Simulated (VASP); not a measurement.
Data:

```
C
1.0
    0.00000     1.78424     1.78424
    1.78424     0.00000     1.78424
    1.78424     1.78424     0.00000
C
2
Direct
  0.00000   0.00000   0.00000
  0.25000   0.25000   0.25000
```

Calculation: rev-vdW-DF2, VASP's PBE PAW potentials (set 64) (plane waves; VASP 6.6.1). Run with 520 eV cut-off, 14×14×14 Γ-centred mesh, tetrahedra with Blöchl corrections, potentials C.

Task: Predict the energy per atom (σ→0).

Result: 
The energy per atom (σ→0) comes out as -8.248 eV/atom.

The compound is C in the diamond structure. It was relaxed first.
